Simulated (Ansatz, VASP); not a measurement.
# WS2 (Tungstenite) in two plane-wave programs, part 2 of 2

Aim: how closely do two programs agree when they are given the same cell, functional and k mesh? The cell is taken from a series of runs on this material, whose earlier steps may have relaxed, scaled, displaced or heated it; both programs get it as it stands.

VASP 6.6.1 and Ansatz 0.2.0.

So far: The structure; Ansatz: dielectric response, PBE.

**3. VASP: dielectric response, PBE**

Level of this step: PBE, no spin polarisation; plane waves and PAW (W, S) (VASP).

The same cell, functional and mesh now go to VASP, with its own data sets.

Lines of VASP's logs that name or quote its potential files are left out, and so is its time.

INCAR reads:

```
SYSTEM = WS2
PREC = Accurate
ENCUT = 520
EDIFF = 1E-08
NELM = 120
ISMEAR = 0
SIGMA = 0.01
LREAL = .FALSE.
ALGO = Normal
GGA = PE
NBANDS = 24
LASPH = .TRUE.
LORBIT = 11
LWAVE = .FALSE.
LCHARG = .FALSE.
ISIF = 2
LEPSILON = .TRUE.
GGA_COMPAT = .FALSE.
KPAR = 2
```

POSCAR reads:

```
WS2
1.0
    3.1532000000      0.0000000000      0.0000000000
   -1.5766000000      2.7307513032      0.0000000000
    0.0000000000      0.0000000000     12.3230000000
W S
2 4
Direct
    0.3333333334      0.6666666668      0.2500000000
    0.6666666668      0.3333333334      0.7500000000
    0.3333333334      0.6666666668      0.6225000000
    0.6666666668      0.3333333334      0.1225000000
    0.3333333334      0.6666666668      0.8775000000
    0.6666666668      0.3333333334      0.3775000000
```

KPOINTS reads:

```
Automatic mesh
0
Gamma
6 6 2
0 0 0
```

The projector-augmented-wave data sets are W and S (PBE family, release 64).

Launch:

```
mpirun -np 2 vasp_std
```

Numbers of over 12 decimals in the logs are rounded to 6 here.

The log of the run:

```text
[banner, memory and clock lines left out]
running    2 mpi-ranks, on    1 nodes
 distrk:  each k-point on    1 cores,    2 groups
 distr:  one band on    1 cores,    1 groups

 POSCAR found type information on POSCAR W S
 POSCAR found :  2 types and       6 ions
 LDA part: xc-table for (Slater+PW92), standard interpolation
 POSCAR, INCAR and KPOINTS ok, starting setup
 FFT: planning ... GRIDC
 FFT: planning ... GRID_SOFT
 FFT: planning ... GRID
 WAVECAR not read
 entering main loop
       N       E                     dE             d eps       ncg     rms          rms(c)
DAV:   1     0.190391947446E+03    0.19039E+03   -0.16324E+04   672   0.133E+03
DAV:   2    -0.344571343429E+02   -0.22485E+03   -0.21740E+03   896   0.288E+02
DAV:   3    -0.497516533598E+02   -0.15295E+02   -0.15144E+02   912   0.727E+01
DAV:   4    -0.501311890372E+02   -0.37954E+00   -0.37879E+00   912   0.126E+01
DAV:   5    -0.501403327803E+02   -0.91437E-02   -0.91391E-02   944   0.172E+00    0.401E+01
DAV:   6    -0.477455694945E+02    0.23948E+01   -0.10989E+01   976   0.165E+01    0.183E+01
DAV:   7    -0.474585710882E+02    0.28700E+00   -0.33868E+00   912   0.106E+01    0.898E+00
DAV:   8    -0.473325272893E+02    0.12604E+00   -0.45009E-01   936   0.425E+00    0.140E+00
DAV:   9    -0.473281350712E+02    0.43922E-02   -0.63776E-02   928   0.140E+00    0.556E-01
DAV:  10    -0.473265726542E+02    0.15624E-02   -0.15066E-02   944   0.710E-01    0.343E-01
DAV:  11    -0.473265653542E+02    0.73000E-05   -0.17517E-03   952   0.255E-01    0.105E-01
DAV:  12    -0.473265770203E+02   -0.11666E-04   -0.40533E-04   928   0.126E-01    0.535E-02
DAV:  13    -0.473265849408E+02   -0.79205E-05   -0.30183E-05   944   0.318E-02    0.172E-02
DAV:  14    -0.473265845771E+02    0.36366E-06   -0.17552E-06   936   0.738E-03    0.238E-03
DAV:  15    -0.473265849602E+02   -0.38310E-06   -0.38401E-07   856   0.401E-03    0.447E-03
DAV:  16    -0.473265850515E+02   -0.91265E-07   -0.42330E-08   840   0.120E-03    0.130E-03
DAV:  17    -0.473265850091E+02    0.42394E-07   -0.50641E-08   816   0.126E-03    0.262E-04
DAV:  18    -0.473265850043E+02    0.47862E-08   -0.38260E-09   536   0.472E-04
   1 F= -.47326585E+02 E0= -.47326585E+02  d E =-.955119E-13
 Linear response reoptimize wavefunctions to high precision
DAV:   1    -0.473265850046E+02   -0.31696E-09   -0.75338E-10   608   0.168E-04
DAV:   2    -0.473265850048E+02   -0.17917E-09   -0.14104E-10   528   0.760E-05
DAV:   3    -0.473265850046E+02    0.17917E-09   -0.40599E-11   472   0.283E-05
 Linear response G [H, r] |phi>, progress :
  Direction:   1
       N       E                     dE             d eps       ncg     rms
RMM:   1    -0.190944222927E+03   -0.19094E+03   -0.17714E+02  1743   0.967E+01
RMM:   2    -0.152287278333E+03    0.38657E+02   -0.21543E+01  1094   0.277E+01
RMM:   3    -0.152717701319E+03   -0.43042E+00   -0.12720E+00  1162   0.438E+00
RMM:   4    -0.152758030449E+03   -0.40329E-01   -0.66126E-02  1196   0.954E-01
RMM:   5    -0.152760783454E+03   -0.27530E-02   -0.62006E-03  1219   0.228E-01
RMM:   6    -0.152760977387E+03   -0.19393E-03   -0.40645E-04  1232   0.548E-02
RMM:   7    -0.152760991835E+03   -0.14448E-04   -0.10960E-04  1279   0.162E-02
RMM:   8    -0.152760993144E+03   -0.13086E-05   -0.32058E-04  1314   0.621E-03
RMM:   9    -0.152760993350E+03   -0.20621E-06   -0.23919E-04  1352   0.379E-03
RMM:  10    -0.152760993279E+03    0.71329E-07   -0.41754E-05  1247   0.298E-03
RMM:  11    -0.152760993354E+03   -0.75076E-07    0.78724E-05  1081   0.275E-03
RMM:  12    -0.152760993391E+03   -0.37266E-07    0.58606E-05   984   0.269E-03
RMM:  13    -0.152760993380E+03    0.11464E-07    0.90851E-05   955   0.268E-03
RMM:  14    -0.152760993372E+03    0.79319E-08    0.95248E-05   923   0.269E-03
 Linear response G [H, r] |phi>, progress :
  Direction:   2
       N       E                     dE             d eps       ncg     rms
RMM:   1    -0.202460292300E+03   -0.20246E+03   -0.36845E+02  1729   0.947E+01
RMM:   2    -0.161066406275E+03    0.41394E+02   -0.20169E+01  1116   0.263E+01
RMM:   3    -0.161575194250E+03   -0.50879E+00   -0.15306E+00  1165   0.420E+00
RMM:   4    -0.161613890523E+03   -0.38696E-01   -0.60880E-02  1182   0.904E-01
RMM:   5    -0.161616041347E+03   -0.21508E-02   -0.51656E-03  1217   0.216E-01
RMM:   6    -0.161616222827E+03   -0.18148E-03   -0.44298E-04  1221   0.543E-02
RMM:   7    -0.161616237130E+03   -0.14303E-04   -0.15990E-04  1276   0.159E-02
RMM:   8    -0.161616238365E+03   -0.12349E-05    0.57215E-05  1304   0.610E-03
RMM:   9    -0.161616238571E+03   -0.20535E-06    0.53945E-05  1347   0.358E-03
RMM:  10    -0.161616239232E+03   -0.66108E-06   -0.38031E-06  1230   0.295E-03
RMM:  11    -0.161616238880E+03    0.35145E-06   -0.27585E-04  1067   0.269E-03
RMM:  12    -0.161616238482E+03    0.39828E-06   -0.28369E-05   970   0.264E-03
RMM:  13    -0.161616238863E+03   -0.38098E-06   -0.47768E-05   941   0.263E-03
[...]
RMM:   5    -0.158456023827E+03   -0.25231E-02   -0.52446E-03  1196   0.204E-01
RMM:   6    -0.158456195778E+03   -0.17195E-03   -0.59296E-04  1248   0.510E-02
RMM:   7    -0.158456211039E+03   -0.15261E-04    0.47704E-05  1237   0.155E-02
RMM:   8    -0.158456211933E+03   -0.89394E-06   -0.37284E-04  1297   0.646E-03
[...]
dielectric tensor                  component  2 :    -1.795    14.848    -0.000
 Linear response to external field (no local field effect), progress :
  Direction:   3
       N       E                     dE             d eps       ncg     rms          rms(c)
RMM:   1    -0.230661630931E+01   -0.23066E+01   -0.10683E+01  1301   0.779E+00
RMM:   2    -0.243441346451E+01   -0.12780E+00   -0.74373E-02  1079   0.140E+00
RMM:   3    -0.243679932553E+01   -0.23859E-02   -0.38499E-03  1166   0.215E-01
RMM:   4    -0.243692132630E+01   -0.12200E-03   -0.16338E-04  1196   0.406E-02
RMM:   5    -0.243692920176E+01   -0.78755E-05   -0.20129E-05  1212   0.969E-03
RMM:   6    -0.243692964132E+01   -0.43956E-06   -0.21030E-06  1161   0.237E-03
RMM:   7    -0.243692966256E+01   -0.21243E-07   -0.11448E-06  1035   0.878E-04
RMM:   8    -0.243692966111E+01    0.14455E-08   -0.13542E-06   857   0.506E-04
RMM:   9    -0.243692966119E+01   -0.79035E-10   -0.13449E-06   766   0.430E-04
RMM:  10    -0.243692966016E+01    0.10292E-08   -0.14774E-06   728   0.415E-04
RMM:  11    -0.243692965975E+01    0.41372E-09   -0.65174E-07   684   0.409E-04
RMM:  12    -0.243692966052E+01   -0.76612E-09   -0.43042E-07   667   0.408E-04
 change of polarisation eV/A/(eV/A) component  3 :     0.000     0.000     4.874
 dielectric tensor                  component  3 :     0.000     0.000     9.312
 Linear response to external field, progress :
  Direction:   1
       N       E                     dE             d eps       ncg     rms          rms(c)
RMM:   1    -0.401517534895E+01   -0.40152E+01   -0.24869E+01  2423   0.845E+00
RMM:   2    -0.415372722631E+01   -0.13855E+00   -0.14777E-01  2030   0.157E+00    0.383E+00
RMM:   3    -0.402548601569E+01    0.12824E+00   -0.15172E-01  2151   0.177E+00    0.214E+00
RMM:   4    -0.417642295069E+01   -0.15094E+00   -0.12966E-01  2170   0.167E+00    0.456E-01
RMM:   5    -0.422316356716E+01   -0.46741E-01   -0.71721E-03  2187   0.449E-01    0.598E-02
RMM:   6    -0.421680851207E+01    0.63551E-02   -0.26363E-04  2242   0.863E-02    0.286E-02
RMM:   7    -0.421871561302E+01   -0.19071E-02   -0.57780E-05  2248   0.284E-02    0.699E-03
RMM:   8    -0.421968693471E+01   -0.97132E-03    0.11676E-05  2270   0.755E-03    0.317E-03
RMM:   9    -0.421979963728E+01   -0.11270E-03    0.24724E-06  2272   0.348E-03    0.954E-04
RMM:  10    -0.421981092180E+01   -0.11285E-04   -0.75143E-06  2234   0.164E-03    0.229E-04
RMM:  11    -0.421981872777E+01   -0.78060E-05   -0.44252E-06  2371   0.738E-04    0.706E-05
RMM:  12    -0.421981953647E+01   -0.80871E-06   -0.39375E-06  2149   0.408E-04    0.129E-05
RMM:  13    -0.421981929415E+01    0.24232E-06   -0.29104E-06  1497   0.320E-04    0.624E-06
 change of polarisation eV/A/(eV/A) component  1 :     7.910    -0.433     0.000
 dielectric tensor                  component  1 :    14.490    -0.739     0.000
 Linear response to external field, progress :
  Direction:   2
       N       E                     dE             d eps       ncg     rms          rms(c)
RMM:   1    -0.401536827772E+01   -0.40154E+01   -0.24871E+01  2404   0.844E+00
RMM:   2    -0.415395490772E+01   -0.13859E+00   -0.14533E-01  2031   0.158E+00    0.383E+00
RMM:   3    -0.402551050877E+01    0.12844E+00   -0.15090E-01  2147   0.177E+00    0.214E+00
RMM:   4    -0.417640430692E+01   -0.15089E+00   -0.13017E-01  2146   0.167E+00    0.457E-01
RMM:   5    -0.422294679636E+01   -0.46542E-01   -0.69842E-03  2188   0.451E-01    0.640E-02
RMM:   6    -0.421802993537E+01    0.49169E-02   -0.35370E-04  2250   0.892E-02    0.301E-02
RMM:   7    -0.421779753316E+01    0.23240E-03   -0.48214E-05  2256   0.292E-02    0.140E-02
RMM:   8    -0.421966491342E+01   -0.18674E-02    0.16177E-05  2247   0.114E-02    0.365E-03
RMM:   9    -0.421977338383E+01   -0.10847E-03    0.15023E-05  2260   0.382E-03    0.843E-04
RMM:  10    -0.421981141330E+01   -0.38029E-04    0.14819E-05  2296   0.161E-03    0.282E-04
RMM:  11    -0.421981538185E+01   -0.39686E-05   -0.21208E-06  2378   0.688E-04    0.910E-05
RMM:  12    -0.421981370040E+01    0.16815E-05   -0.45992E-06  2221   0.418E-04    0.226E-05
RMM:  13    -0.421981411863E+01   -0.41823E-06   -0.19715E-06  1634   0.308E-04    0.105E-05
RMM:  14    -0.421981422634E+01   -0.10771E-06   -0.25286E-06  1289   0.294E-04    0.248E-06
 change of polarisation eV/A/(eV/A) component  2 :    -0.419     7.910    -0.000
 dielectric tensor                  component  2 :    -0.714    14.490    -0.000
 Linear response to external field, progress :
  Direction:   3
       N       E                     dE             d eps       ncg     rms          rms(c)
RMM:   1    -0.230661630931E+01   -0.23066E+01   -0.10683E+01  1301   0.779E+00
RMM:   2    -0.243441359241E+01   -0.12780E+00   -0.74374E-02  1079   0.140E+00    0.472E+00
RMM:   3    -0.146823462102E+01    0.96618E+00   -0.22240E+00  1092   0.529E+00    0.189E+00
RMM:   4    -0.156523940355E+01   -0.97005E-01   -0.20321E-01  1178   0.171E+00    0.960E-01
RMM:   5    -0.160697127151E+01   -0.41732E-01   -0.42275E-02  1109   0.892E-01    0.425E-01
RMM:   6    -0.161497690156E+01   -0.80056E-02   -0.29951E-03  1160   0.231E-01    0.342E-01
RMM:   7    -0.162414261310E+01   -0.91657E-02   -0.87427E-04  1184   0.118E-01    0.138E-01
RMM:   8    -0.162507979717E+01   -0.93718E-03   -0.10726E-03  1209   0.115E-01    0.446E-02
RMM:   9    -0.162568607971E+01   -0.60628E-03   -0.98150E-05  1158   0.437E-02    0.165E-02
RMM:  10    -0.162575387817E+01   -0.67798E-04    0.18833E-05  1213   0.184E-02    0.109E-02
RMM:  11    -0.162569402716E+01    0.59851E-04   -0.99581E-06  1213   0.492E-03    0.737E-03
RMM:  12    -0.162567523000E+01    0.18797E-04   -0.26441E-05  1224   0.355E-03    0.743E-04
RMM:  13    -0.162568096169E+01   -0.57317E-05   -0.50304E-05  1313   0.120E-03    0.769E-04
RMM:  14    -0.162568250617E+01   -0.15445E-05   -0.43003E-06  1254   0.580E-04    0.595E-04
RMM:  15    -0.162568466703E+01   -0.21609E-05    0.14872E-05  1314   0.483E-04    0.167E-04
RMM:  16    -0.162568517247E+01   -0.50544E-06    0.91446E-06  1163   0.299E-04    0.483E-05
RMM:  17    -0.162568508846E+01    0.84009E-07    0.31969E-06   707   0.241E-04    0.294E-05
RMM:  18    -0.162568502921E+01    0.59254E-07   -0.11571E-06   710   0.244E-04    0.698E-06
 change of polarisation eV/A/(eV/A) component  3 :     0.000     0.000     3.047
 dielectric tensor                  component  3 :     0.000     0.000     6.196
 Born effective charges drift removed
```

Parts of OUTCAR (step 3):

```text
ion  position               nearest neighbor table
   1  0.333  0.667  0.250-   4 2.40   6 2.40   4 2.40   6 2.40   4 2.40   6 2.40
   2  0.667  0.333  0.750-   3 2.40   5 2.40   3 2.40   5 2.40   3 2.40   5 2.40
   3  0.333  0.667  0.623-   2 2.40   2 2.40   2 2.40
   4  0.667  0.333  0.123-   1 2.40   1 2.40   1 2.40
   5  0.333  0.667  0.877-   2 2.40   2 2.40   2 2.40
   6  0.667  0.333  0.377-   1 2.40   1 2.40   1 2.40

  LATTYP: Found a hexagonal cell.
 ALAT       =     3.1532000000
 C/A-ratio  =     3.9080933655

 Subroutine GETGRP returns: Found 24 space group operations
 (whereof 12 operations were pure point group operations)

The static configuration has the point symmetry D_3d.
 The point group associated with its full space group is D_6h.

 Found     14 irreducible k-points:

   k-points           NKPTS =     14   k-points in BZ     NKDIM =     14   number of bands    NBANDS=     24

   dimension x,y,z NGX =    24 NGY =   24 NGZ =   96
   dimension x,y,z NGXF=    48 NGYF=   48 NGZF=  192

   ENCUT  =  520.0 eV  38.22 Ry    6.18 a.u.   5.86  5.86 22.91*2*pi/ulx,y,z

   NELECT =      36.0000    total number of electrons

 k-points in reciprocal lattice and weights: Automatic mesh
   0.00000000  0.00000000  0.00000000       0.014
   0.16666667 -0.00000000  0.00000000       0.083
   0.33333333 -0.00000000  0.00000000       0.083
   0.50000000 -0.00000000  0.00000000       0.042
   0.16666667  0.16666667  0.00000000       0.083
   0.33333333  0.16666667  0.00000000       0.167
   0.33333333  0.33333333  0.00000000       0.028
   0.00000000  0.00000000  0.50000000       0.014
   0.16666667 -0.00000000  0.50000000       0.083
[...]
0.33333333  0.16666667  0.50000000       0.167
   0.33333333  0.33333333  0.50000000       0.028

 average (electrostatic) potential at core
       1 -39.8875       2 -39.8875       3 -85.6971       4 -85.6971       5 -85.6971
       6 -85.6971

  Total        2.4205438      2.4205438      2.4881246      0.0000000      0.0000000      0.0000000
  in kB       36.5488239     36.5488239     37.5692558      0.0000000      0.0000000      0.0000000
  external PRESSURE =      36.8889679 kB  Pullay stress =       0.0000000 kB

  energy-cutoff  :      520.00
  volume of cell :      106.11
      direct lattice vectors                 reciprocal lattice vectors
     3.153200000  0.000000000  0.000000000     0.317138145  0.183099794  0.000000000
    -1.576600000  2.730751303  0.000000000     0.000000000  0.366199587  0.000000000
     0.000000000  0.000000000 12.323000000     0.000000000  0.000000000  0.081149071

 POSITION                                       TOTAL-FORCE (eV/Angst)
 -----------------------------------------------------------------------------------
      0.00000      1.82050      3.08075         0.000000     -0.000000     -0.000000
      1.57660      0.91025      9.24225         0.000000     -0.000000     -0.000000
      0.00000      1.82050      7.67107         0.000000     -0.000000     -0.061600
      1.57660      0.91025      1.50957        -0.000000     -0.000000     -0.061600
      0.00000      1.82050     10.81343         0.000000      0.000000      0.061600
      1.57660      0.91025      4.65193        -0.000000     -0.000000      0.061600
 -----------------------------------------------------------------------------------
    total drift:                               -0.000000     -0.000000      0.000000

 MACROSCOPIC STATIC DIELECTRIC TENSOR (including local field effects in DFT)
 ------------------------------------------------------
          14.489905     0.000000     0.000000
           0.000000    14.489905     0.000000
           0.000000     0.000000     6.196048
 ------------------------------------------------------

 PIEZOELECTRIC TENSOR (including local field effects)  for field in x, y, z        (C/m^2)
          XX          YY          ZZ          XY          YZ          ZX
  --------------------------------------------------------------------------------
  x     0.00000     0.00000     0.00000     0.00000     0.00000     0.00000
  y     0.00000     0.00000     0.00000     0.00000     0.00000     0.00000
  z     0.00000     0.00000     0.00000     0.00000     0.00000     0.00000

 BORN EFFECTIVE CHARGES (including local field effects) (in |e|, cummulative output)
 ---------------------------------------------------------------------------------
 ion    1
    1    -0.64339     0.00000    -0.00000
    2     0.00000    -0.64339     0.00000
    3    -0.00000     0.00000    -0.42381
 ion    2
    1    -0.64339     0.00000    -0.00000
    2     0.00000    -0.64339    -0.00000
    3    -0.00000     0.00000    -0.42381
 ion    3
    1     0.32170     0.00000     0.00000
    2     0.00000     0.32170     0.00000
    3     0.00000     0.00000     0.21190
 ion    4
    1     0.32170     0.00000     0.00000
    2     0.00000     0.32170     0.00000
    3     0.00000    -0.00000     0.21190
 ion    5
    1     0.32170     0.00000     0.00000
    2     0.00000     0.32170     0.00000
    3    -0.00000    -0.00000     0.21190
 ion    6
    1     0.32170     0.00000     0.00000
    2     0.00000     0.32170     0.00000
    3     0.00000     0.00000     0.21190
```

This run has no spin polarisation, so a moment on W, if there is one, isn't seen. The dielectric response converges more slowly with the mesh than energies do, so tensor and charges may still move on a finer one. The data set W keeps the semicore shell frozen, which is cheaper and a little less accurate.

**4. Side by side**

Known differences besides the potentials themselves: fixed occupations in Ansatz, narrow Gaussian smearing in VASP; VASP's response is taken on the typed mesh, Ansatz refines its own for the field response alone; the data sets hold 52 valence electrons in Ansatz (on its default PAW (the set named soft_2) files) and 36 in VASP; the cutoff is 420 eV in Ansatz and 520 eV in VASP. Total energies have different zeros and are not compared.

The two programs side by side:

```csv
quantity,Ansatz,VASP,difference
ε∞ xx,13.85,14.49,-4.40 %
ε∞ yy,13.85,14.49,-4.40 %
ε∞ zz,6.16,6.20,-0.51 %
```

**5. What came out**

```
difference in ε∞ xx (dielectric response, PBE) : -4.4 %
```

In words: The difference in ε∞ xx is -4.4 % (dielectric response, PBE), within the 5 % picked in this series as the mark of a large difference. The data sets hold unlike numbers of valence electrons (52 in Ansatz and 36 in VASP), so part of the differences comes from the potentials. How closely two codes agree says nothing of how well the functional describes the real material.

[Lines on the potential files, build, host, timing and source positions are cut from VASP's logs without a mark.]

[Logs are printed without paths, hosts, clocks, repeated set-up lines and the standing remarks that a program may print on its own settings, such as how far it seeks lower states.]

[Hosts, paths, dates, database ids (printed as entryN), source tags and the programs' standing remarks are cut or masked in the printed files.]
